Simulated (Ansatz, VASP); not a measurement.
**Cross-check of Pt between VASP and Ansatz**

Aim: how closely do two programs agree when they are given the same cell, functional and k mesh? The cell is taken from a series of runs on this material, whose earlier steps may have relaxed, scaled, displaced or heated it; both programs get it as it stands.

Method: plane waves, with VASP 6.6.1 beside it; relaxation of cell and atoms at PBE, in Ansatz 0.2.0.

### 1. The starting structure

It takes space group Fm-3m (No. 225, cubic). Conventional cell: a = 3.971 Å, b = 3.971 Å, c = 3.971 Å, α = 90.00°, β = 90.00°, γ = 90.00°. Nearest to Pt lie 12 Pt at 2.81 Å.

Structure file:

```cif
data_structure
_symmetry_space_group_name_H-M 'P 1'
_symmetry_Int_Tables_number 1
_cell_length_a 2.8077
_cell_length_b 2.8077
_cell_length_c 2.8077
_cell_angle_alpha 60.000
_cell_angle_beta 60.000
_cell_angle_gamma 60.000
_cell_volume 15.65
loop_
_atom_site_label
_atom_site_type_symbol
_atom_site_fract_x
_atom_site_fract_y
_atom_site_fract_z
_atom_site_occupancy
Pt1 Pt 0.00000 0.00000 0.00000 1
```

### 2. Ansatz: relaxation of cell and atoms, PBE

Ansatz runs on norm-conserving files, of PseudoDojo where its log says so.

The relaxed volume is the usual yardstick between codes: in a stiff, nearly cubic crystal its relative difference is about their pressure difference at one cell divided by the bulk modulus.

input.yaml

```yaml
crystal:
  lattice:
    - [0.0, 1.9853372228, 1.9853372228]
    - [1.9853372228, 0.0, 1.9853372228]
    - [1.9853372228, 1.9853372228, 0.0]
  atoms:
    - { symbol: Pt, position: [0.0, 0.0, 0.0] }
kpoints:
  mp_grid: { grid: [12, 12, 12] }
hamiltonian:
  xc: pbe
  pseudopotentials: { kind: nc, accuracy: standard }
scf:
  occupations: { method: methfessel_paxton, width: 0.2 }
output:
  forces: true
  stress: true
  eigenvalues: true
relax:
  adjacent_minimum: "off"
  f_tol: 0.001
  max_steps: 60
  cell: { stress_tol: 0.01 }
```

Command:

```sh
$ ansatz run input.yaml --threads 16 --pin off --max-ram 92160MiB --backend cuda --events-out ev --progress --plain --runs-dir out --max-vram 78GiB
```

Numbers of over 12 decimals in the logs are rounded to 6 here.

Log:

```text
Engine: ansatz 0.2.0, aarch64-unknown-linux-gnu
Pseudopotentials: kind: nc
Pseudopotential: Pt, nc, valence charge 18, recommended cutoff 1142.878222 eV (normal), Pt.nc.azcp (PseudoDojo's, or run here from an input of PseudoDojo's; its table is named by hamiltonian.pseudopotentials.accuracy)
Functional definition: PBE
  parameter kappa = 0.804
  parameter beta = 0.066725
  exchange = pbe_x(kappa = kappa, mu = beta*pi^2/3)
  correlation = pbe_c(beta = beta)
[...]
Crystal: 1 atoms, lattice volume = 15.651 Å³
Basis set: ecut = 1142.878222 eV, 1363 PW (Γ), exchange–correlation on 64×64×64 points (8 copies of the dense FFT grid, shifted against one another)
Bands: 13, of which v1, the nominal top of the filled ones, is band 9 counted from 1 (8 counted from 0)
Symmetry: 48 space group operations
Space group: Fm-3m (ITA 225), of the structure as read, at distance tolerance 2.5e-5 Å
k-points: 72 of 1728
Non-local potential: Pt, projectors of the file, l = 0: 2, l = 1: 2, l = 2: 2, l = 3: 2
Initial density: superposition of atomic densities (chi_scale 0.1, normalization cell)
Initial wavefunctions: pseudopotential atomic-orbital guess
[...]
Functional: x = pbe(κ = 0.804, μ = 0.219515), c = pbe(β = 0.066725)
SCF iter   1: F=—  HF=-3553.942544 eV  |F-HF|=—  |Δ(HF+E_count)|=         —  Δρ=8.86e-2  dr2=1.09e0  ethr=3.10e-3  ⟨swp⟩=4.5  Hψ=5030  notcnv=0
preconditioner: auto → none  [metal: Δε(μ)=0.025 eV  Ē_g=13.460 eV  σ=0.200 eV  W_gap=0.10  n_scr=8 (ndim 8)  ℏωp=29.7 eV  f_vac=0.000  D(μ)=1.85/eV (n_scr^D=26)  sad-step TF]
SCF iter   2: F=—  HF=-3553.659003 eV  |F-HF|=—  |Δ(HF+E_count)|=   2.84e-1  S|Δr|=    0.00e0  Δρ=4.03e-2  dr2=2.12e-1  ethr=3.10e-3  ⟨swp⟩=2.1  Hψ=1781  notcnv=0
[...]
SCF iter   6: F=-3553.604895 eV  HF=-3553.604895 eV  |F-HF|=4.30e-10  |Δ(HF+E_count)|=   6.72e-8  S|Δr|=    0.00e0  Δρ=5.39e-6  dr2=1.60e-9  ethr=5.56e-10  ⟨swp⟩=6.5  Hψ=5744  notcnv=0
SCF 1 converged in 6 iterations: F = -3553.604895 eV  dr2 = 1.60e-9
relax step   1: F+E_penalty+E_count = -3553.60489492 eV  Δ(F+E_penalty+E_count) = +0.000e0 eV  max|allowed force component| = 0.000e0 eV/Å  Δτ_max = 0.0000 Å  P = -0.599 GPa  Ω = 15.651 Å³  (6 SCF iters, dr2 threshold 1.00e-7 eV, accepted)
[...]
relax step   2: F+E_penalty+E_count = -3553.60473894 eV  Δ(F+E_penalty+E_count) = +1.560e-4 eV  max|allowed force component| = 0.000e0 eV/Å  Δτ_max = 0.0000 Å  P = +1.148 GPa  Ω = 15.543 Å³  energy of the carried Pulay correction = +2.472e-5 eV  (4 SCF iters, dr2 threshold 1.00e-7 eV, rejected (line search))
[...]
relax step   3: F+E_penalty+E_count = -3553.60497358 eV  Δ(F+E_penalty+E_count) = -7.865e-5 eV  max|allowed force component| = 0.000e0 eV/Å  Δτ_max = 0.0000 Å  P = -0.006 GPa  Ω = 15.614 Å³  energy of the carried Pulay correction = +8.490e-6 eV  (7 SCF iters, accepted)
[...]
relax step   4: F+E_penalty+E_count = -3553.60496725 eV  Δ(F+E_penalty+E_count) = +6.328e-6 eV  max|allowed force component| = 0.000e0 eV/Å  Δτ_max = 0.0000 Å  P = -0.008 GPa  Ω = 15.614 Å³  stress off target by 8.19e-3 GPa  SCF on the basis re-selected at this cell (its energy is not comparable with the rows above)  (5 SCF iters)
basis re-selected at this cell: Δ(F+E_penalty+E_count) = +6.328e-6 eV, ΔP = -0.002 GPa vs the last step (what re-selecting the basis moved, of the pressure what is left beyond the Pulay correction that the steps carried, after the strain that the cell walked since its last selection, with what the two solves' SCF thresholds leave and, on support functions, any second-order correction that the steps lacked; it is no measure of the basis error at this ecutwfc). This SCF's stress stands 8.19e-3 GPa from its target on what of the cell is left free (relax.cell.stress_tol is 1.00e-2 GPa) and its largest allowed force component is 0.00e0 eV/Å (relax.f_tol is 1.00e-3 eV/Å): [rest of the remark cut]
SCF converged after 5 iterations
Stability not checked: this state was not tested for a lower state beside it, because cold or Methfessel-Paxton smearing, or corrected tetrahedra, fill the levels in a way that the test cannot read (fill_not_monotonic; see scf.lower_state_search)
Free energy (F): -3553.604967 eV
Harris-Foulkes:  -3553.604967 eV  (|F-HF|=4.55e-13)
Internal energy: -3553.601319 eV  (E = F + TS)
E sigma→0 (E₀):  -3553.604055 eV
Entropy (-TS):   -0.003649 eV (-3.649 meV/atom)
Fermi energy:    22.531116 eV
--- Per-component energies (eV) ---
  E_band       = -141.853551
  E_kinetic    = 1014.794249
  E_local      = -1976.110940  (includes V_loc(G=0)·N_el)
  E_nonlocal   = 217.349633
  E_hartree    = 532.953274
  E_xc         = -646.881515
  E_vxc        = -463.793017  (∫ρ·V_xc dr)
  E_ewald      = -2695.706019
  E_smearing   = -0.003649  (= −TS)
  E_closure    = 0.000000  (closes the sum)
  Σ components = -3553.604967   (vs F -3553.604967, Δ=0.00e0)
--- Forces (eV/Å), atoms counted from 1 ---
  atom   1  Pt     0.00000000     0.00000000    -0.00000000
  max |Σ_I F_I| component: 1.01e-28 eV/Å
--- Stress (GPa, compression-positive) ---
       -0.008185      -0.000000      -0.000000
       -0.000000      -0.008185      -0.000000
       -0.000000      -0.000000      -0.008185
  P = ⅓ Tr σ = -0.0082 GPa (-0.082 kbar)
--- Band table (eV; the first three rows and the last of 72) ---
  k-point 0: bands = [... 5 lower, 18.9319, 18.9319, 18.9319, 20.9758, 20.9758, 37.2143, 41.9674, 41.9674]
  k-point 1: bands = [... 5 lower, 18.8187, 19.0346, 19.0346, 20.9222, 20.9222, 37.6115, 40.6519, 42.3653]
  k-point 2: bands = [... 5 lower, 18.5919, 19.2439, 19.2439, 20.8804, 20.8804, 38.2335, 38.5715, 43.4639]
  k-point 71: bands = [... 5 lower, 18.2035, 18.2035, 20.6336, 22.9835, 29.3865, 30.6163, 30.6163, 34.2594]
--- Relaxed structure (3 steps of the walk, 2 accepted, 1 SCFs on fresh bases) ---
  F+E_penalty+E_count = -3553.60496725 eV   max|allowed force component| = 0.000e0 eV/Å   (the final SCF, on the basis selected at the relaxed cell)
  cell:  # Å, volume = 15.6136 Å³
    - [0, 1.983767, 1.983767]
    - [1.983767, 0, 1.983767]
    - [1.983767, 1.983767, 0]
  atoms:
    - { symbol: Pt, position: [0.0, 0.0, 0.0] }
```

In the SCF lines HF is the Harris–Foulkes energy and dr2 the Hartree energy of the density residual, in eV; the loop may stop once dr2 is under the threshold and the program's other checks hold. Hψ counts applications of the Hamiltonian.

### 3. VASP: relaxation of cell and atoms, PBE

The same cell, functional, mesh and smearing now go to VASP, with its own data sets.

Lines of VASP's logs that name or quote its potential files are left out, and so is its time.

INCAR

```
SYSTEM = Pt
PREC = Accurate
ENCUT = 500
EDIFF = 1E-07
NELM = 120
ISMEAR = 1
SIGMA = 0.2
LREAL = .FALSE.
ALGO = Normal
GGA = PE
NBANDS = 11
LASPH = .TRUE.
LORBIT = 11
LWAVE = .FALSE.
LCHARG = .FALSE.
ISIF = 3
IBRION = 2
NSW = 80
EDIFFG = -0.005
GGA_COMPAT = .FALSE.
NELMIN = 4
```

POSCAR

```
Pt
1.0
    0.0000000000      1.9853370000      1.9853370000
    1.9853370000      0.0000000000      1.9853370000
    1.9853370000      1.9853370000      0.0000000000
Pt
1
Direct
    0.0000000000      0.0000000000      0.0000000000
```

KPOINTS

```
Automatic mesh
0
Gamma
12 12 12
0 0 0
```

PAW data sets: Pt (PBE family, release 64).

Command:

```sh
$ mpirun -np 1 vasp_std
```

Log:

```text
[banner, memory and clock lines left out]
running    1 mpi-ranks, on    1 nodes
 distrk:  each k-point on    1 cores,    1 groups
 distr:  one band on    1 cores,    1 groups

 POSCAR found type information on POSCAR Pt
 POSCAR found :  1 types and       1 ions
 LDA part: xc-table for (Slater+PW92), standard interpolation
 POSCAR, INCAR and KPOINTS ok, starting setup
 FFT: planning ... GRIDC
 FFT: planning ... GRID_SOFT
 FFT: planning ... GRID
 WAVECAR not read
 entering main loop
       N       E                     dE             d eps       ncg     rms          rms(c)
DAV:   1     0.377407889863E+02    0.37741E+02   -0.51589E+03  1616   0.810E+02
DAV:   2    -0.591333954954E+01   -0.43654E+02   -0.41798E+02  1781   0.170E+02
DAV:   3    -0.647650826623E+01   -0.56317E+00   -0.55802E+00  1869   0.187E+01
DAV:   4    -0.647873058290E+01   -0.22223E-02   -0.22220E-02  1824   0.138E+00
DAV:   5    -0.647874880569E+01   -0.18223E-04   -0.18224E-04  1866   0.117E-01    0.116E+01
DAV:   6    -0.613893056477E+01    0.33982E+00   -0.81193E-01  1707   0.710E+00    0.613E+00
DAV:   7    -0.610574827469E+01    0.33182E-01   -0.12544E-01  1812   0.272E+00    0.248E+00
DAV:   8    -0.610281085787E+01    0.29374E-02   -0.52664E-03  1695   0.617E-01    0.532E-01
DAV:   9    -0.610261911059E+01    0.19175E-03   -0.17137E-04  1752   0.112E-01    0.473E-02
DAV:  10    -0.610262154916E+01   -0.24386E-05   -0.47723E-06  1987   0.168E-02    0.610E-03
DAV:  11    -0.610262136301E+01    0.18615E-06   -0.36833E-08  1444   0.178E-03    0.745E-04
DAV:  12    -0.610262136836E+01   -0.53523E-08   -0.29817E-09   924   0.363E-04
   1 F= -.61026214E+01 E0= -.61014199E+01  d E =-.610262E+01
 curvature:   0.00 expect dE= 0.000E+00 dE for cont linesearch  0.000E+00
 trial: gam= 0.00000 g(F)=  0.880E-64 g(S)=  0.367E-03 ort = 0.000E+00 (trialstep = 0.100E+01)
 search vector abs. value=  0.367E-03
 bond charge predicted
       N       E                     dE             d eps       ncg     rms          rms(c)
DAV:   1    -0.610700867828E+01   -0.43873E-02   -0.95471E-02  1641   0.287E+00    0.456E-01
DAV:   2    -0.610255853583E+01    0.44501E-02   -0.12166E-02  1626   0.833E-01    0.174E-01
DAV:   3    -0.610232835822E+01    0.23018E-03   -0.11003E-03  1797   0.236E-01    0.988E-02
DAV:   4    -0.610234981529E+01   -0.21457E-04   -0.48270E-05  1746   0.448E-02    0.465E-03
DAV:   5    -0.610234965224E+01    0.16305E-06   -0.44236E-07  1848   0.595E-03    0.156E-03
DAV:   6    -0.610234987694E+01   -0.22470E-06   -0.59189E-08  1593   0.163E-03    0.299E-04
DAV:   7    -0.610234986776E+01    0.91799E-08   -0.14794E-09   858   0.300E-04
   2 F= -.61023499E+01 E0= -.61011353E+01  d E =0.271501E-03
 trial-energy change:    0.000272  1 .order    0.000283   -0.000367    0.000933
 step:   0.2932(harm=  0.2822)  dis= 0.00000  next Energy=    -6.102675 (dE=-0.541E-04)
 bond charge predicted
       N       E                     dE             d eps       ncg     rms          rms(c)
DAV:   1    -0.610500221889E+01   -0.26523E-02   -0.47743E-02  1647   0.203E+00    0.316E-01
DAV:   2    -0.610279473506E+01    0.22075E-02   -0.60950E-03  1620   0.587E-01    0.128E-01
DAV:   3    -0.610267128029E+01    0.12345E-03   -0.57287E-04  1800   0.170E-01    0.727E-02
DAV:   4    -0.610267628249E+01   -0.50022E-05   -0.21920E-05  1737   0.317E-02    0.211E-03
DAV:   5    -0.610267637339E+01   -0.90900E-07   -0.32348E-07  1873   0.439E-03
   3 F= -.61026764E+01 E0= -.61014713E+01  d E =-.550050E-04
 curvature:  -0.14 expect dE=-0.172E-06 dE for cont linesearch -0.172E-06
 trial: gam= 0.00000 g(F)=  0.132E-62 g(S)=  0.122E-05 ort =-0.211E-04 (trialstep = 0.859E+00)
 search vector abs. value=  0.122E-05
 reached required accuracy - stopping structural energy minimisation
```

From OUTCAR (step 3):

```text
ion  position               nearest neighbor table
   1  0.000  0.000  0.000-

  LATTYP: Found a face centered cubic cell.
 ALAT       =     3.9706740000

 Subroutine GETGRP returns: Found 48 space group operations
 (whereof 48 operations were pure point group operations)

The static configuration has the point symmetry O_h .

 Found     72 irreducible k-points:

   k-points           NKPTS =     72   k-points in BZ     NKDIM =     72   number of bands    NBANDS=     11

   dimension x,y,z NGX =    20 NGY =   20 NGZ =   20
   dimension x,y,z NGXF=    40 NGYF=   40 NGZF=   40

   ENCUT  =  500.0 eV  36.75 Ry    6.06 a.u.   5.12  5.12  5.12*2*pi/ulx,y,z

   NELECT =      10.0000    total number of electrons

 k-points in reciprocal lattice and weights: Automatic mesh
   0.00000000  0.00000000  0.00000000       0.001
   0.08333333  0.00000000  0.00000000       0.005
   0.16666667  0.00000000  0.00000000       0.005
   0.25000000  0.00000000  0.00000000       0.005
   0.33333333  0.00000000  0.00000000       0.005
   0.41666667  0.00000000  0.00000000       0.005
   0.50000000  0.00000000  0.00000000       0.002
   0.08333333  0.08333333  0.00000000       0.003
   0.16666667  0.08333333  0.00000000       0.014
[...]
-0.33333333  0.50000000  0.16666667       0.007
  -0.25000000  0.50000000  0.25000000       0.003

 average (electrostatic) potential at core
       1 -63.4221

 E-fermi :  10.6225

 k-point     1 :       0.0000    0.0000    0.0000
  band No.  band energies     occupation
    ...
      2       7.0337      2.00000
      3       7.0337      2.00000
      4       7.0337      2.00000
      5       9.0694      2.00000
      6       9.0694      2.00000
      7      25.3350      0.00000
      8      30.1056      0.00000
      9      30.1056      0.00000
     10      30.1056      0.00000
     11      35.3209      0.00000

 k-point     2 :       0.0833    0.0000    0.0000
  band No.  band energies     occupation
    ...
      2       6.9208      2.00000
      3       7.1362      2.00000
      4       7.1362      2.00000
      5       9.0159      2.00000
      6       9.0159      2.00000
      7      25.7348      0.00000
      8      28.7828      0.00000
      9      30.5075      0.00000
     10      30.5075      0.00000
     11      36.6136      0.00000

 k-point     3 :       0.1667    0.0000    0.0000
  band No.  band energies     occupation
    ...
      2       6.6945      2.00000
      3       7.3448      2.00000
      4       7.3448      2.00000
      5       8.9743      2.00000
      6       8.9743      2.00000
      7      26.3544      0.00000
      8      26.6999      0.00000
      9      31.6169      0.00000
     10      31.6169      0.00000
     11      35.0898      0.00000

  Total        0.0028996      0.0028996      0.0028996      0.0000000      0.0000000      0.0000000
  in kB        0.2974660      0.2974660      0.2974660      0.0000000      0.0000000      0.0000000
  external PRESSURE =       0.2974660 kB  Pullay stress =       0.0000000 kB

  energy-cutoff  :      500.00
  volume of cell :       15.62
      direct lattice vectors                 reciprocal lattice vectors
     0.000000000  1.983923246  1.983923246    -0.252025879  0.252025879  0.252025879
     1.983923246  0.000000000  1.983923246     0.252025879 -0.252025879  0.252025879
     1.983923246  1.983923246  0.000000000     0.252025879  0.252025879 -0.252025879

 POSITION                                       TOTAL-FORCE (eV/Angst)
 -----------------------------------------------------------------------------------
      0.00000      0.00000      0.00000        -0.000000     -0.000000     -0.000000
 -----------------------------------------------------------------------------------
    total drift:                               -0.000000     -0.000000     -0.000000

  FREE ENERGIE OF THE ION-ELECTRON SYSTEM (eV)
  ---------------------------------------------------
  free  energy   TOTEN  =        -6.1026763734 eV

  energy  without entropy=       -6.0990610076  energy(sigma->0) =       -6.10147125

 reached required accuracy - stopping structural energy minimisation

 total charge
# of ion       s       p       d       tot
------------------------------------------
    1        0.618   0.567   8.026   9.210

[... 3 further parts left out ...]
```

The run keeps the 48 symmetry operations of its start, so it cannot find a distortion of lower symmetry.

### 4. Comparison

Known differences besides the potentials themselves: the data sets hold 18 valence electrons in Ansatz (on norm-conserving files, of PseudoDojo where its log says so) and 10 in VASP; the cutoff is 1142.88 eV in Ansatz and 500 eV in VASP; Ansatz adds a Pulay correction to the stress that steers its cell, VASP none. Total energies have different zeros and are not compared.

Both answers:

```
                                         quantity  Ansatz   VASP  difference
                                      volume (Å³)   15.61  15.62     -0.02 %
edge a after relaxation, in the typed setting (Å)   2.805  2.806     -0.01 %
```

### 5. Outcome

```json
{
  "difference in volume (relaxation of cell and atoms, PBE)": "-0.024 %"
}
```

**Reading.** The difference in volume is -0.024 % (relaxation of cell and atoms, PBE), within the 1.2 % picked in this series as the mark of a large difference, as far as the stopping tolerances let one tell. The data sets hold unlike numbers of valence electrons (18 in Ansatz and 10 in VASP), so part of the differences comes from the potentials. 2 further runs of this series are not shown here. Such differences can come from data sets, numerical settings and the points named under the comparisons, not from the functional's error against experiment.

[Lines on the potential files, build, host, timing and source positions are cut from VASP's logs without a mark.]

[Logs are printed without paths, hosts, clocks, repeated set-up lines and the standing remarks that a program may print on its own settings, such as how far it seeks lower states.]

[Hosts, paths, dates, database ids (printed as entryN), source tags and the programs' standing remarks are cut or masked in the printed files.]
